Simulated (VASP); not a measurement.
Cost and result of VASP (PAW) for the bulk modulus of GaN (wurtzite). Static lattice, third-order Birch-Murnaghan fit over five volumes. The cost counts the five points of the equation of state, each on the mesh and cut-off of its row, so the ratios hold those differences too. With PBE it took about 2 core-minutes. The timings are rough (shared machines, no repeats); factors under 2 mean little.

```tsv
level	k-mesh	cut-off (eV)	bulk modulus (GPa)	cost over PBE
PBE	9×9×5	520	170	reference
LDA	10×10×5	520	202	within a factor of 2
PBEsol	10×10×5	520	188	within a factor of 2
r2SCAN	10×10×5	520	195	about 5 times
SCAN	10×10×5	520	(withheld)	(withheld)
```

**Question.** Some entries are withheld; supply them.

**Answer.** 
- SCAN, bulk modulus (GPa): 196
- SCAN, cost over PBE: about 9 times

Left out are levels that failed, ran on another kind of processor or have no fit band path; at most nine are shown.

The compound is GaN in the wurtzite structure.
